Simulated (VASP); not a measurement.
Method: PBE GGA with D3 dispersion (zero damping), VASP's PBE PAW potentials (set 64) (plane waves; VASP 6.6.1).

VASP input:

**INCAR**
```
SYSTEM = Re
PREC = Accurate; ENCUT = 520; LREAL = .False.
LASPH = .True.
EDIFF = 1E-6; NELM = 100; ALGO = Normal
LMAXMIX = 6
ISMEAR = 1; SIGMA = 0.1
GGA = PE; IVDW = 11
IBRION = 2; NSW = 60; ISIF = 3
EDIFFG = -0.01
LWAVE = .False.; LCHARG = .False.
```

KPOINTS:
```
Automatic mesh
0
Gamma
14 14 8
0 0 0
```

### POSCAR
```
Re
1.0
  1.3800000000  -2.3902300000   0.0000000000
  1.3800000000   2.3902300000   0.0000000000
  0.0000000000   0.0000000000   4.4600000000
Re
2
Cart
  1.3800000000   0.7967449268   1.1150000000
  1.3800000000  -0.7967449268   3.3450000000
```

POTCAR, in this order: Re (PBE.64 set). Program: vasp_std.

What VASP printed:

**OSZICAR**
```
       N       E                     dE             d eps       ncg     rms          rms(c)
DAV:   1     0.297416794621E+02    0.29742E+02   -0.70093E+03  4725   0.159E+03
DAV:   2    -0.192027264753E+02   -0.48944E+02   -0.41497E+02  4098   0.318E+02
DAV:   3    -0.258587962180E+02   -0.66561E+01   -0.53958E+01  4457   0.260E+02
DAV:   4    -0.262258795438E+02   -0.36708E+00   -0.32225E+00  4884   0.273E+01
DAV:   5    -0.262389427577E+02   -0.13063E-01   -0.12643E-01  4602   0.345E+00    0.428E+01
DAV:   6    -0.252166409006E+02    0.10223E+01   -0.99495E-01  4904   0.315E+01    0.176E+01
DAV:   7    -0.248608517802E+02    0.35579E+00   -0.73282E-01  5091   0.258E+01    0.688E-01
DAV:   8    -0.248474612539E+02    0.13391E-01   -0.10977E-02  5205   0.137E+00    0.228E-01
DAV:   9    -0.248466754035E+02    0.78585E-03   -0.61607E-04  5144   0.280E-01    0.346E-02
DAV:  10    -0.248466917559E+02   -0.16352E-04   -0.38879E-05  4547   0.582E-02    0.527E-03
DAV:  11    -0.248466917105E+02    0.45452E-07   -0.30925E-07  2417   0.207E-02
   1 F= -.26010519E+02 E0= -.26010812E+02  d E =-.260105E+02
       N       E                     dE             d eps       ncg     rms          rms(c)
DAV:   1    -0.248065803120E+02    0.40111E-01   -0.29971E+00  2693   0.110E+02    0.529E+00
DAV:   2    -0.247934614834E+02    0.13119E-01   -0.36183E-02  4361   0.713E+00    0.181E+00
DAV:   3    -0.247877262371E+02    0.57352E-02   -0.11951E-02  4511   0.384E+00    0.231E-01
DAV:   4    -0.247876472552E+02    0.78982E-04   -0.32656E-04  5158   0.428E-01    0.155E-01
DAV:   5    -0.247876517001E+02   -0.44449E-05   -0.20675E-04  5104   0.426E-01    0.182E-02
DAV:   6    -0.247876534550E+02   -0.17549E-05   -0.72476E-07  2224   0.454E-02    0.697E-03
DAV:   7    -0.247876533418E+02    0.11319E-06   -0.89403E-07  2025   0.290E-02
   2 F= -.25992811E+02 E0= -.25993136E+02  d E =0.177074E-01
       N       E                     dE             d eps       ncg     rms          rms(c)
DAV:   1    -0.248526993338E+02   -0.65046E-01   -0.16601E+00  3086   0.782E+01    0.401E+00
DAV:   2    -0.248431712668E+02    0.95281E-02   -0.20764E-02  4267   0.539E+00    0.146E+00
DAV:   3    -0.248396942759E+02    0.34770E-02   -0.81441E-03  4575   0.311E+00    0.176E-01
DAV:   4    -0.248396905409E+02    0.37350E-05   -0.13728E-04  5105   0.212E-01    0.856E-02
DAV:   5    -0.248396931868E+02   -0.26460E-05   -0.10998E-04  5069   0.295E-01    0.118E-02
DAV:   6    -0.248396943571E+02   -0.11703E-05   -0.32732E-07  2046   0.231E-02    0.524E-03
DAV:   7    -0.248396945180E+02   -0.16086E-06   -0.35164E-07  1810   0.218E-02
   3 F= -.26011727E+02 E0= -.26012030E+02  d E =-.120795E-02
       N       E                     dE             d eps       ncg     rms          rms(c)
DAV:   1    -0.248404269769E+02   -0.73262E-03   -0.27900E-02  3971   0.632E+00    0.116E-01
DAV:   2    -0.248401893903E+02    0.23759E-03   -0.32535E-04  4818   0.250E-01    0.534E-02
DAV:   3    -0.248401195036E+02    0.69887E-04   -0.14639E-04  5006   0.184E-01    0.102E-02
DAV:   4    -0.248401196452E+02   -0.14160E-06   -0.38380E-06  3493   0.245E-02
   4 F= -.26011733E+02 E0= -.26012060E+02  d E =-.671267E-05
       N       E                     dE             d eps       ncg     rms          rms(c)
DAV:   1    -0.248400468250E+02    0.72679E-04   -0.64399E-03  3980   0.305E+00    0.556E-02
DAV:   2    -0.248399930499E+02    0.53775E-04   -0.74281E-05  4813   0.120E-01    0.256E-02
DAV:   3    -0.248399779150E+02    0.15135E-04   -0.32435E-05  4821   0.880E-02    0.479E-03
DAV:   4    -0.248399779333E+02   -0.18313E-07   -0.43404E-07  1782   0.117E-02
   5 F= -.26011791E+02 E0= -.26012109E+02  d E =-.646521E-04
```

### OUTCAR
```
------------------------ aborting loop because EDIFF is reached ----------------------------------------
 Edisp (eV)   -1.17181
  FORCE on cell =-STRESS in cart. coord.  units (eV):
  Direction    XX          YY          ZZ          XY          YZ          ZX
  --------------------------------------------------------------------------------------
  Total      -0.00134    -0.00134    -0.00374     0.00000     0.00000     0.00000
  in kB      -0.07312    -0.07312    -0.20450     0.00000     0.00000     0.00000
  external pressure =       -0.12 kB  Pullay stress =        0.00 kB
  volume of cell :       29.26
      direct lattice vectors                 reciprocal lattice vectors
     1.376338152 -2.383887495  0.000000000     0.363282816 -0.209741442  0.000000000
     1.376338152  2.383887495 -0.000000000     0.363282816  0.209741442 -0.000000000
     0.000000000  0.000000000  4.459512043     0.000000000  0.000000000  0.224239780
 POSITION                                       TOTAL-FORCE (eV/Angst)
 -----------------------------------------------------------------------------------
      1.37634      0.79463      1.11488         0.000000      0.000000      0.000000
      1.37634     -0.79463      3.34463        -0.000000     -0.000000      0.000000
 -----------------------------------------------------------------------------------
    total drift:                               -0.000000      0.000008     -0.000016
  FREE ENERGIE OF THE ION-ELECTRON SYSTEM (eV)
  ---------------------------------------------------
  free  energy   TOTEN  =       -26.0117912386 eV

  energy  without entropy=      -26.0127456310  energy(sigma->0) =      -26.01210937

 reached required accuracy - stopping structural energy minimisation
```
(Selected blocks of OUTCAR.)

File CONTCAR:
```
Re
   1.00000000000000
     1.3763381522870675   -2.3838874946221713    0.0000000000000000
     1.3763381522870675    2.3838874946221713   -0.0000000000000000
     0.0000000000000000    0.0000000000000000    4.4595120425464643
  Re
     2
Direct
     0.3333330000000032    0.6666669999999968    0.2500000000000000
     0.6666669999999968    0.3333330000000032    0.7500000000000000
```

**OUTCAR**
```
 val. band max:        7.9016734043   @ k =   0.1429   0.0714   0.0000

 cond. band min:       7.9128124030   @ k =   0.2857   0.2857   0.5000


 Fermi energy:         7.9115773670

 k-point     1 :       0.0000    0.0000    0.0000
  band No.  band energies     occupation
      1      -1.9499      2.00000
      2       1.2859      2.00000
      3       6.3187      2.00000
      4       6.3665      2.00000
      5       6.3665      2.00000
      6       7.2011      2.00000
      7       7.2011      2.00000
      8       8.1677     -0.00176
      9       8.1677     -0.00175
     10       8.5461     -0.00000
     11      11.3408      0.00000

 k-point     2 :       0.0714    0.0000    0.0000
  band No.  band energies     occupation
      1      -1.7393      2.00000
      2       1.4844      2.00000
      3       5.8656      2.00000
      4       6.5600      2.00000
      5       6.7478      2.00000
      6       7.0546      2.00000
      7       7.3843      2.00000
      8       7.6548      2.00170
      9       8.0054     -0.03481
     10       8.1707     -0.00153
     11      11.4495      0.00000

 k-point     3 :       0.1429   -0.0000    0.0000
  band No.  band energies     occupation
      1      -1.1379      2.00000
      2       2.0123      2.00000
      3       5.3091      2.00000
      4       6.3650      2.00000
      5       6.6202      2.00000
      6       7.1295      2.00000
      7       7.3067      2.00000
      8       7.6085      2.00016
      9       7.8615      1.74152
     10       7.9204      0.85183
     11      11.6937      0.00000

 k-point     4 :       0.2143    0.0000    0.0000
  band No.  band energies     occupation
      1      -0.2461      2.00000
      2       2.5812      2.00000
      3       4.9254      2.00000
      4       5.1204      2.00000
      5       6.2281      2.00000
      6       7.1310      2.00000
      7       7.4868      2.00000
      8       8.0383     -0.07040
      9       8.0464     -0.06698
...
```

Unless said otherwise, spin-orbit coupling is left out, though it shifts the bands of the heavy elements here.

The compound is Re in the hcp structure. This run relaxes it. Symmetry was kept, so distortions that lower it aren't found.
